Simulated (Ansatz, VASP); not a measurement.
# Ga8Se3S5 (GaS0.60Se0.40, 2H beta-epsilon mixed): VASP beside Ansatz

One calculation is typed for both programs; each brings its own data sets. How far apart do they land? The cell is invented: As first built, before any earlier steps moved the atoms or strained the cell (in the runner's words): 2x2x1 conventional cells of the GaS type (32 atoms: 10 S, 16 Ga, 6 Se); S/Se share their sites, the best of 600 random draws by like-pair counts in two shells; start lattice by linear mixing of the end members' cells; atoms moved at random by 0.02 A. It may not be a known or stable phase. Of the first pair: The structure shown is the start of the Ansatz relaxation below; VASP solves that cell, so the two are compared at the walk's first step.

Main program and level: Ansatz 0.2.0; plane waves, with VASP 6.6.1 beside it; PBE with D3(BJ) and PBE.

### 1. The starting structure

The cell holds 32 atoms: 10 S, 16 Ga and 6 Se. Cell: a = 7.296 Å, b = 7.296 Å, c = 15.668 Å, α = 90.0°, β = 90.0°, γ = 120.0°. It derives from GaS (GaS type, space group 194), repeated 2×2×1. As first built, before any earlier steps moved the atoms or strained the cell (in the runner's words): 2x2x1 conventional cells of the GaS type (32 atoms: 10 S, 16 Ga, 6 Se); S/Se share their sites, the best of 600 random draws by like-pair counts in two shells; start lattice by linear mixing of the end members' cells; atoms moved at random by 0.02 A.

### 2. Ansatz: relaxation, PBE with D3(BJ)

Ansatz runs on its default PAW (the set named soft_2) files.

The two programs are compared at the cell with which this relaxation starts, whose forces are those of its first step.

input.yaml reads:

```yaml
crystal:
  lattice:
    - [7.2956, 0.0, 0.0]
    - [-3.6478, 6.31817, 0.0]
    - [0.0, 0.0, 15.6676]
  atoms:
    - { symbol: S, position: [0.16032, 0.33525, 0.89968] }
    - { symbol: S, position: [0.33031, 0.66887, 0.09994] }
    - { symbol: S, position: [0.17124, 0.8263, 0.89897] }
    - { symbol: S, position: [0.33286, 0.66545, 0.40083] }
    - { symbol: S, position: [0.66987, 0.33485, 0.60009] }
    - { symbol: S, position: [0.66506, 0.33391, 0.90114] }
    - { symbol: S, position: [0.83035, 0.16003, 0.40216] }
    - { symbol: S, position: [0.66671, 0.83613, 0.59937] }
    - { symbol: S, position: [0.66913, 0.83231, 0.90191] }
    - { symbol: S, position: [0.83592, 0.66464, 0.39628] }
    - { symbol: Ga, position: [0.16607, 0.33022, 0.17126] }
    - { symbol: Ga, position: [0.3338, 0.1655, 0.66879] }
    - { symbol: Ga, position: [0.16668, 0.338, 0.33124] }
    - { symbol: Ga, position: [0.33327, 0.16771, 0.83118] }
    - { symbol: Ga, position: [0.16332, 0.82763, 0.17213] }
    - { symbol: Ga, position: [0.3315, 0.66474, 0.67004] }
    - { symbol: Ga, position: [0.16236, 0.82992, 0.33029] }
    - { symbol: Ga, position: [0.3321, 0.66805, 0.83053] }
    - { symbol: Ga, position: [0.67172, 0.33252, 0.17013] }
    - { symbol: Ga, position: [0.83379, 0.17049, 0.67064] }
    - { symbol: Ga, position: [0.67078, 0.33937, 0.33039] }
    - { symbol: Ga, position: [0.83208, 0.16257, 0.82779] }
    - { symbol: Ga, position: [0.6655, 0.83371, 0.16863] }
    - { symbol: Ga, position: [0.83199, 0.66913, 0.6693] }
    - { symbol: Ga, position: [0.66461, 0.83232, 0.32863] }
    - { symbol: Ga, position: [0.83806, 0.67127, 0.83136] }
    - { symbol: Se, position: [0.16786, 0.32716, 0.60119] }
    - { symbol: Se, position: [0.33526, 0.17111, 0.09921] }
    - { symbol: Se, position: [0.33852, 0.17241, 0.40083] }
    - { symbol: Se, position: [0.16696, 0.83296, 0.60073] }
    - { symbol: Se, position: [0.83119, 0.16314, 0.10087] }
    - { symbol: Se, position: [0.83879, 0.66812, 0.10146] }
kpoints:
  mp_grid: { grid: [3, 3, 1] }
hamiltonian:
  xc: pbe
  dispersion: d3bj
scf:
  occupations: { method: fixed }
output:
  forces: true
  stress: true
relax:
  f_tol: 0.02
  max_steps: 45
  cell: { stress_tol: 0.1 }
```

On the command line:

```
$ ansatz run input.yaml --threads 8 --pin off --max-ram 15360MiB --backend cpu --events-out ev --progress --plain --runs-dir out
```

Numbers of over 12 decimals in the logs are rounded to 6 here.

Output:

```text
The last accepted step is kept in <dir> (removed where the run ends without a failure and the disk answers)
Engine: ansatz 0.2.0, aarch64-unknown-linux-gnu
Pseudopotentials: kind: paw
Pseudopotential: S, paw, valence charge 6, recommended cutoff 420 eV (normal), S.paw.azcp
Pseudopotential: Ga, paw, valence charge 13, recommended cutoff 420 eV (normal), Ga.paw.azcp
Pseudopotential: Se, paw, valence charge 16, recommended cutoff 420 eV (normal), Se.paw.azcp
Functional definition: PBE
  parameter kappa = 0.804
  parameter beta = 0.066725
  exchange = pbe_x(kappa = kappa, mu = beta*pi^2/3)
  correlation = pbe_c(beta = beta)
Crystal: 32 atoms, lattice volume = 722.196 Å³
Basis set: ecut = 420 eV, 14105 PW (Γ), exchange–correlation on 100×100×216 points (8 copies of the dense FFT grid, shifted against one another)
Bands: 219, of which v1, the nominal top of the filled ones, is band 182 counted from 1 (181 counted from 0)
Symmetry: 1 space group operations
Space group: P1 (ITA 1), of the structure as read, at distance tolerance 9.0e-5 Å
k-points: 5 of 9 (time reversal used)
Non-local potential: S, projectors of the file, l = 0: 2, l = 1: 2, l = 2: 2
Non-local potential: Ga, projectors of the file, l = 0: 2, l = 1: 2, l = 2: 3, l = 3: 1
Non-local potential: Se, projectors of the file, l = 0: 2, l = 1: 2, l = 2: 3, l = 3: 1
PAW form: soft (Blöchl's): semilocal exchange-correlation on the pseudo side does not see the compensation charge
PAW one-centre angular grid: S, 110 points (default); XC on 64 Gauss nodes
PAW one-centre angular grid: Ga, 590 points (default); XC on 64 Gauss nodes
PAW one-centre angular grid: Se, 590 points (default); XC on 64 Gauss nodes
Initial density: superposition of atomic densities (neutral atoms: chi_scale 0, normalization atom), corrected by the library's trained network
Initial wavefunctions: pseudopotential atomic-orbital guess
Functional: x = pbe(κ = 0.804, μ = 0.219515), c = pbe(β = 0.066725)
SCF iter   1: F=—  HF=-102390.920624 eV  |F-HF|=—  |Δ(HF+E_count)|=         —  Δρ=1.32e-3  dr2=3.17e-2  ethr=1.77e-3  ⟨swp⟩=5.0  Hψ=3700  notcnv=0  defer=163
preconditioner: auto → Resta (q_TF=auto, 2.434 Å⁻¹)  ε∞=3.8  [insulator: Δε(μ)=1.202 eV  Ē_g=14.280 eV  n_scr=174 (ndim 8)  ℏωp=24.1 eV  f_vac=0.051  ε∞_Penn≈3.8]
SCF iter   2: F=—  HF=-102390.914873 eV  |F-HF|=—  |Δ(HF+E_count)|=   5.75e-3  Δρ=6.49e-4  dr2=5.70e-3  ethr=8.70e-6  ⟨swp⟩=2.0  Hψ=2034  notcnv=0  defer=175
SCF iter   3: F=—  HF=-102390.915304 eV  |F-HF|=—  |Δ(HF+E_count)|=   4.31e-4  Δρ=2.32e-4  dr2=6.14e-4  ethr=1.56e-6  ⟨swp⟩=2.4  Hψ=1851  notcnv=0  defer=175
SCF iter   4: F=—  HF=-102390.915382 eV  |F-HF|=—  |Δ(HF+E_count)|=   7.76e-5  Δρ=9.91e-5  dr2=1.06e-4  ethr=1.69e-7  ⟨swp⟩=2.0  Hψ=1851  notcnv=0  defer=175
SCF iter   5: F=—  HF=-102390.915369 eV  |F-HF|=—  |Δ(HF+E_count)|=   1.24e-5  Δρ=4.14e-5  dr2=1.73e-5  ethr=2.90e-8  ⟨swp⟩=2.0  Hψ=1851  notcnv=0  defer=161
SCF iter   6: F=—  HF=-102390.915430 eV  |F-HF|=—  |Δ(HF+E_count)|=   6.04e-5  Δρ=1.95e-5  dr2=3.82e-6  ethr=4.76e-9  ⟨swp⟩=2.0  Hψ=2005  notcnv=0  defer=160
SCF iter   7: F=—  HF=-102390.915429 eV  |F-HF|=—  |Δ(HF+E_count)|=   9.56e-7  Δρ=7.03e-6  dr2=3.65e-7  ethr=1.05e-9  ⟨swp⟩=2.0  Hψ=1851  notcnv=0  defer=160
SCF iter   8: F=-102390.915429 eV  HF=-102390.915429 eV  |F-HF|=4.86e-9  |Δ(HF+E_count)|=   5.02e-7  Δρ=1.82e-6  dr2=4.99e-8  ethr=2.75e-11  ⟨swp⟩=4.0  Hψ=3845  notcnv=0
SCF 1 converged in 8 iterations: F = -102390.915429 eV  dr2 = 4.99e-8
  greatest PAW one-centre occupation: 1.000 electrons in one spin orbital (limit 2), on the Se atom at site 26 (counted from 0), in its partial waves of l = 2
relax step   1: F+E_penalty+E_count = -102390.91542930 eV  Δ(F+E_penalty+E_count) = +0.000e0 eV  max|allowed force component| = 1.596e0 eV/Å  Δτ_max = 0.0000 Å  P = +0.973 GPa  Ω = 722.196 Å³  (8 SCF iters, dr2 threshold 1.00e-7 eV, accepted)
[...]
relax step   5: F+E_penalty+E_count = -102391.82405226 eV  Δ(F+E_penalty+E_count) = -5.939e-3 eV  max|allowed force component| = 1.482e-2 eV/Å  Δτ_max = 0.0379 Å  P = +0.005 GPa  Ω = 730.603 Å³  energy of the carried Pulay correction = -1.590e-3 eV  (8 SCF iters, dr2 threshold 8.11e-8 eV, accepted)
[...]
relax step   6: F+E_penalty+E_count = -102391.82482453 eV  Δ(F+E_penalty+E_count) = -7.723e-4 eV  max|allowed force component| = 9.210e-3 eV/Å  Δτ_max = 0.0263 Å  P = -0.006 GPa  Ω = 730.781 Å³  energy of the carried Pulay correction = -1.624e-3 eV  (9 SCF iters, accepted)
[...]
relax step   7: F+E_penalty+E_count = -102391.82636540 eV  Δ(F+E_penalty+E_count) = -1.541e-3 eV  max|allowed force component| = 9.251e-3 eV/Å  Δτ_max = 0.0000 Å  P = -0.006 GPa  Ω = 730.781 Å³  stress off target by 2.59e-2 GPa  SCF on the basis re-selected at this cell (its energy is not comparable with the rows above)  (7 SCF iters)
basis re-selected at this cell: Δ(F+E_penalty+E_count) = -1.541e-3 eV, ΔP = -0.000 GPa vs the last step (what re-selecting the basis moved, of the pressure what is left beyond the Pulay correction that the steps carried, after the strain that the cell walked since its last selection, with what the two solves' SCF thresholds leave and, on support functions, any second-order correction that the steps lacked; it is no m [...]
SCF converged after 7 iterations
Free energy (F): -102391.826365 eV
Harris-Foulkes:  -102391.826365 eV  (|F-HF|=6.98e-10)
Internal energy: -102391.826365 eV  (E = F + TS)
E sigma→0 (E₀):  -102391.826365 eV
Fermi energy:    6.624584 eV
--- Per-component energies (eV) ---
  E_band       = -3629.009048
  E_kinetic    = 3625.813222
  E_local      = -55409.122820  (includes V_loc(G=0)·N_el)
  E_nonlocal   = 3510.650363
  E_hartree    = 26175.362169
  E_xc         = -2698.441480
  E_vxc        = -2386.398321  (∫ρ·V_xc dr)
  E_paw        = -49295.448591  (= ΣΔE_a)
  E_vpaw       = -5320.674113  (= ΣTr[D̂ρ^β])
  E_aug_tail   = -0.005256  (compensation charges beyond the density's cutoff)
  E_ewald      = -28291.761007
  E_disp       = -8.872964  (pairwise vdW)
  E_smearing   = -0.000000  (= −TS)
  E_closure    = 0.000000  (closes the sum)
  Σ components = -102391.826365   (vs F -102391.826365, Δ=0.00e0)
--- Forces (eV/Å), atoms counted from 1 ---
  atom   1  S      0.00180559     0.00044787    -0.00173161
  atom   2  S     -0.00105070    -0.00220333    -0.00042185
  atom   3  S     -0.00100147     0.00231594    -0.00376271
  atom   4  S     -0.00083602     0.00249583    -0.00831375
  atom   5  S     -0.00205119    -0.00031018     0.00243509
  atom   6  S      0.00136344     0.00005782    -0.00372084
  atom   7  S     -0.00162581     0.00265351    -0.00050187
  atom   8  S      0.00045124     0.00037092     0.00317994
  atom   9  S     -0.00325858    -0.00163100    -0.00631304
  atom  10  S     -0.00292426     0.00147100    -0.00165723
  atom  11  Ga    -0.00770933     0.00472255    -0.00423880
  atom  12  Ga     0.00071797     0.00021204    -0.00640175
  atom  13  Ga     0.00430223    -0.00640029     0.00479865
  atom  14  Ga    -0.00349475    -0.00207004     0.00318962
  atom  15  Ga     0.00209299    -0.00062606    -0.00372229
  atom  16  Ga    -0.00374289    -0.00054996    -0.00574438
  atom  17  Ga     0.00050165     0.00071515     0.00634008
  atom  18  Ga     0.00298297     0.00020130     0.00617952
  atom  19  Ga     0.00003780     0.00117445    -0.00743002
  atom  20  Ga     0.00307471    -0.00088300    -0.00361646
  atom  21  Ga     0.00305153    -0.00216299     0.00371942
  atom  22  Ga    -0.00131098     0.00453256     0.00180518
  atom  23  Ga    -0.00310153    -0.00368461    -0.00286566
  atom  24  Ga     0.00020488     0.00137055    -0.00355428
  atom  25  Ga     0.00682014    -0.00276263     0.00568117
  atom  26  Ga     0.00370306    -0.00023091     0.00264986
  atom  27  Se     0.00117806    -0.00028794     0.00690853
  atom  28  Se     0.00334781    -0.00163995     0.00345775
  atom  29  Se    -0.00520614     0.00144266    -0.00823093
  atom  30  Se     0.00033129    -0.00012175     0.00925089
  atom  31  Se     0.00169245     0.00288322     0.00679509
  atom  32  Se    -0.00034618    -0.00150298     0.00584013
  max |Σ_I F_I| component: 3.45e-6 eV/Å
--- Stress (GPa, compression-positive) ---
        0.001778      -0.000200      -0.002700
       -0.000200       0.005924       0.000885
       -0.002700       0.000885      -0.025608
  P = ⅓ Tr σ = -0.0060 GPa (-0.060 kbar)
--- Relaxed structure (6 steps of the walk, 6 accepted, 1 SCFs on fresh bases) ---
  F+E_penalty+E_count = -102391.82636540 eV   max|allowed force component| = 9.251e-3 eV/Å   (the final SCF, on the basis selected at the relaxed cell)
  cell:  # Å, volume = 730.7805 Å³
    - [7.314670, -0.000380355, -0.011630]
    - [-3.657664, 6.334922, 0.000665675]
    - [-0.024977, -0.012770, 15.771223]
  atoms:
    - { symbol: S, position: [0.165151, 0.332108, 0.896278] }
    - { symbol: S, position: [0.335422, 0.667727, 0.105949] }
    - { symbol: S, position: [0.165160, 0.831799, 0.896340] }
    - { symbol: S, position: [0.337292, 0.668658, 0.396539] }
    - { symbol: S, position: [0.662901, 0.330988, 0.607212] }
    - { symbol: S, position: [0.665631, 0.332206, 0.896507] }
    - { symbol: S, position: [0.837573, 0.168636, 0.396131] }
    - { symbol: S, position: [0.662880, 0.830956, 0.606525] }
    - { symbol: S, position: [0.665503, 0.832106, 0.897271] }
    - { symbol: S, position: [0.837556, 0.669018, 0.396117] }
    - { symbol: Ga, position: [0.170474, 0.338779, 0.173528] }
    - { symbol: Ga, position: [0.333799, 0.166389, 0.674424] }
    - { symbol: Ga, position: [0.168248, 0.337845, 0.328466] }
    - { symbol: Ga, position: [0.331793, 0.165277, 0.829437] }
    - { symbol: Ga, position: [0.170286, 0.831431, 0.173495] }
    - { symbol: Ga, position: [0.335087, 0.667051, 0.674632] }
    - { symbol: Ga, position: [0.168180, 0.830516, 0.328422] }
    - { symbol: Ga, position: [0.332331, 0.665638, 0.829661] }
    - { symbol: Ga, position: [0.670234, 0.335092, 0.174077] }
    - { symbol: Ga, position: [0.826213, 0.162258, 0.674110] }
    - { symbol: Ga, position: [0.675108, 0.337680, 0.328742] }
    - { symbol: Ga, position: [0.830715, 0.164224, 0.829353] }
    - { symbol: Ga, position: [0.665222, 0.832702, 0.173652] }
    - { symbol: Ga, position: [0.826364, 0.663065, 0.674083] }
    - { symbol: Ga, position: [0.669528, 0.834956, 0.328849] }
    - { symbol: Ga, position: [0.830737, 0.665259, 0.829338] }
    - { symbol: Se, position: [0.162941, 0.331600, 0.597045] }
    - { symbol: Se, position: [0.335381, 0.167702, 0.096809] }
    - { symbol: Se, position: [0.337999, 0.168926, 0.405391] }
    - { symbol: Se, position: [0.163028, 0.830464, 0.596978] }
    - { symbol: Se, position: [0.834663, 0.167344, 0.095809] }
    - { symbol: Se, position: [0.834578, 0.667388, 0.095818] }
```

### 3. VASP: single point, PBE with D3(BJ), start cell, pair 1

The same cell, functional and mesh now go to VASP, with its own data sets.

Lines of VASP's logs that name or quote its potential files are left out, and so is its time.

INCAR reads:

```
SYSTEM = Ga8Se3S5
PREC = Accurate
ENCUT = 400
EDIFF = 1E-06
NELM = 120
ISMEAR = 0
SIGMA = 0.01
LREAL = Auto
ALGO = Normal
GGA = PE
IVDW = 12
NBANDS = 176
LORBIT = 11
LWAVE = .FALSE.
LCHARG = .FALSE.
ISIF = 2
LASPH = .TRUE.
GGA_COMPAT = .FALSE.
EFERMI = MIDGAP
KPAR = 4
```

POSCAR reads:

```
Ga8Se3S5
1.0
    7.2956000000      0.0000000000      0.0000000000
   -3.6478000000      6.3181700000      0.0000000000
    0.0000000000      0.0000000000     15.6676000000
S Ga Se
10 16 6
Direct
    0.1603218783      0.3352553034      0.8996783170
    0.3303065058      0.6688645605      0.0999387271
    0.1712367598      0.8262993873      0.8989698486
    0.3328599934      0.6654458490      0.4008271848
    0.6698617226      0.3348437918      0.6000919094
    0.6650634375      0.3339099771      0.9011399321
    0.8303442230      0.1600305152      0.4021611478
    0.6667071091      0.8361281827      0.5993706758
    0.6691312891      0.8323137871      0.9019122265
    0.8359242392      0.6646386533      0.3962827746
    0.1660705826      0.3302222004      0.1712578825
    0.3338088229      0.1655067844      0.6687878169
    0.1666802543      0.3379934380      0.3312377135
    0.3332639979      0.1677067885      0.8311802701
    0.1633209950      0.8276288862      0.1721322985
    0.3315032746      0.6647336175      0.6700388062
    0.1623576178      0.8299238545      0.3302930889
    0.3321097175      0.6680573647      0.8305292451
    0.6717139273      0.3325171687      0.1701281626
    0.8337932721      0.1704924052      0.6706387705
    0.6707817608      0.3393704190      0.3303888279
    0.8320764467      0.1625628940      0.8277911103
    0.6654963154      0.8337065954      0.1686282519
    0.8319899172      0.6691336257      0.6692984248
    0.6646080148      0.8323137871      0.3286272307
    0.8380612800      0.6712703204      0.8313589829
    0.1678603095      0.3271675184      0.6011897164
    0.3352532847      0.1711096726      0.0992111108
    0.3385202231      0.1724075167      0.4008271848
    0.1669610958      0.8329627091      0.6007301693
    0.8311825466      0.1631326792      0.1008705864
    0.8387892148      0.6681206742      0.1014577855
```

KPOINTS reads:

```
Automatic mesh
0
Gamma
3 3 1
0 0 0
```

PAW data sets: S, Ga_d and Se (PBE family, release 64).

On the command line:

```
$ mpirun -np 4 vasp_std
```

Output:

```text
[banner, memory and clock lines left out]
running    4 mpi-ranks, on    1 nodes
[...]
LDA part: xc-table for (Slater+PW92), standard interpolation
 POSCAR, INCAR and KPOINTS ok, starting setup
[...]
entering main loop
       N       E                     dE             d eps       ncg     rms          rms(c)
DAV:   1     0.380343958969E+04    0.38034E+04   -0.10603E+05  1776   0.216E+03
DAV:   2     0.786774427580E+03   -0.30167E+04   -0.29323E+04  1848   0.633E+02
DAV:   3    -0.242180235965E+02   -0.81099E+03   -0.76136E+03  2176   0.220E+02
DAV:   4    -0.122572547017E+03   -0.98355E+02   -0.96469E+02  2144   0.753E+01
[...]
DAV:  17    -0.127061270556E+03    0.52257E-05   -0.35664E-05  1856   0.391E-02    0.139E-02
DAV:  18    -0.127061270823E+03   -0.26710E-06   -0.12117E-05  1816   0.232E-02    0.101E-02
DAV:  19    -0.127061270951E+03   -0.12784E-06   -0.24960E-06  1240   0.589E-03
   1 F= -.13604143E+03 E0= -.13604143E+03  d E =0.000000E+00
```

From OUTCAR (step 3):

```text
 Edisp (eV)   -8.98016

  Total       7.49636     6.08837    -2.21127    -0.47036     0.94862    -0.39128
  in kB      16.63054    13.50693    -4.90567    -1.04349     2.10450    -0.86804
  external pressure =        8.41 kB  Pullay stress =        0.00 kB

 POSITION                                       TOTAL-FORCE (eV/Angst)
 -----------------------------------------------------------------------------------
     -0.05330      2.11820     14.09580         0.264396     -0.214541     -0.288200
     -0.03010      4.22600      1.56580         0.191546     -0.206795      0.343352
     -1.76490      5.22070     14.08470        -0.511985      0.503989      0.088803
      0.00100      4.20440      6.28000        -0.054308      0.155283     -0.189999
      3.66560      2.11560      9.40200        -0.094356      0.031986      0.253551
      3.63400      2.10970     14.11870         0.186818     -0.043185     -0.456833
      5.47410      1.01110      6.30090         0.008644      0.234331     -0.479753
      1.81400      5.28280      9.39070        -0.056615     -0.047099      0.376229
      1.84560      5.25870     14.13080        -0.113760      0.122918     -0.414682
      3.67410      4.19930      6.20880        -0.305412      0.265504      0.323113
      0.00700      2.08640      2.68320        -0.083339      0.985761      0.993104
      1.83160      1.04570     10.47830         1.015125      0.352284      1.589846
     -0.01690      2.13550      5.18970        -0.641926      0.090377     -0.525554
      1.81960      1.05960     13.02260         0.049379      0.079309     -0.249896
[...]
-----------------------------------------------------------------------------------
    total drift:                               -0.007728     -0.031595     -0.018760

  FREE ENERGIE OF THE ION-ELECTRON SYSTEM (eV)
  ---------------------------------------------------
  free  energy   TOTEN  =      -136.0414270751 eV

  energy  without entropy=     -136.0414270751  energy(sigma->0) =     -136.04142708

[... 3 further parts left out ...]
[key lines of the parts left out:]
E-fermi :   4.4546
```

The run ends at a pressure of 0.84 GPa, with forces up to 1.9 eV/Å.

### 4. Differences

Known differences besides the potentials themselves: fixed occupations in Ansatz, narrow Gaussian smearing in VASP; the data sets hold 364 valence electrons in Ansatz (on its default PAW (the set named soft_2) files) and 304 in VASP; the cutoff is 420 eV in Ansatz and 400 eV in VASP (PREC = Accurate, projectors in real space). Total energies have different zeros and are not compared.

Forces on 9 of the 32 atoms, those with the largest forces and the largest differences (eV/Å; atoms numbered as in POSCAR):

```csv
atom,"Ansatz x, y, z","VASP x, y, z"
Ga12,"0.999, 0.343, 1.565","1.015, 0.352, 1.590"
Ga16,"0.874, 0.368, 1.047","0.889, 0.378, 1.074"
Ga19,"-0.388, 0.032, 1.596","-0.390, 0.034, 1.628"
Ga23,"-0.691, -0.751, 1.161","-0.707, -0.762, 1.186"
Se27,"-0.412, 0.414, -1.349","-0.410, 0.410, -1.380"
Se28,"0.183, -0.389, -0.739","0.184, -0.402, -0.773"
Se30,"0.018, -0.143, -1.346","0.017, -0.141, -1.397"
Se31,"0.248, 0.230, -1.448","0.248, 0.228, -1.486"
Se32,"-0.410, -0.147, -1.351","-0.411, -0.149, -1.388"
```

The forces differ by 14 meV/Å r.m.s., which is 2.4 % of the r.m.s. force of 0.590 eV/Å (both taken over all components).

(Continued in part 2 of 2.)

[Lines on the potential files, build, host, timing and source positions are cut from VASP's logs without a mark.]

[Logs are printed without paths, hosts, clocks, repeated set-up lines and the standing remarks that a program may print on its own settings, such as how far it seeks lower states.]

[Hosts, paths, dates, database ids (printed as entryN), source tags and the programs' standing remarks are cut or masked in the printed files.]
